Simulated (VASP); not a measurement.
A run of VASP 6.6.1 is set up as follows.

File POSCAR:

```
Rb2Ag2Te4Pb
1.0
    6.2837634300      0.0904068000      0.0189574500
    3.0365555000     -7.9416408500     -0.0004279300
   -0.0189867900     -0.0085171500     -6.4695968700
Pb Te Ag Rb
1 4 2 2
Direct
    0.9959150000      0.9962730000      0.9914370000
    0.1410800000      0.2157060000      0.2429960000
    0.8619290000      0.7796300000      0.2427410000
    0.3457700000      0.7828050000      0.7566230000
    0.6498370000      0.2203170000      0.7586270000
    0.0014170000      0.0027440000      0.4988260000
    0.4861200000      0.0063560000      0.0077120000
    0.4994190000      0.5026200000      0.2623440000
    0.9891600000      0.4993070000      0.7541480000
```

The input INCAR.step1:

```
  PREC = Accurate
  ENCUT = 520
  ISMEAR = -1
  SIGMA = 0.1
  LREAL = F
  LASPH = T
  NELM = 100
  NBANDS = 49
  GGA = PE
  ALGO = Normal
  EDIFF = 1E-4
  LWAVE = T
  LCHARG = F
```

INCAR.step2

```
  PREC = Accurate
  ENCUT = 520
  EDIFF = 1E-6
  ISMEAR = -1
  SIGMA = 0.1
  LREAL = F
  LASPH = T
  NELM = 100
  ALGO = Normal
  ISIF = 2
  LWAVE = F
  LCHARG = F
  METAGGA = R2SCAN
  LMIXTAU = T
  NBANDS = 49
  ISTART = 1
```

Contents of KPOINTS:

```
Automatic mesh
0
Gamma
  3 3 3
  0 0.5 0
```

Potentials or basis: VASP PAW PBE potentials, release 64 (Pb_d, Te, Ag, Rb_sv).

Command:

```sh
$ cat potpaw_PBE.64/Pb_d/POTCAR potpaw_PBE.64/Te/POTCAR potpaw_PBE.64/Ag/POTCAR potpaw_PBE.64/Rb_sv/POTCAR > POTCAR
$ cp INCAR.step1 INCAR
$ mpirun -np 1 vasp_std > vasp.out
$ cp INCAR.step2 INCAR
$ mpirun -np 1 vasp_std > vasp.out
```

(1) What does it give for the band gap on the k mesh?

(2) Estimate the largest force.

(3) Predict the pressure.

Answers

(1) 0.19 eV, indirect (least direct gap 0.20 eV).

(2) 1.026 eV/Å.

(3) 2.0 GPa.

Caveat: the PAW data sets were made with another functional, which shifts forces and pressure a little; spin-orbit coupling is left out, which as a rule narrows the gap of such compounds by several tenths of an eV.
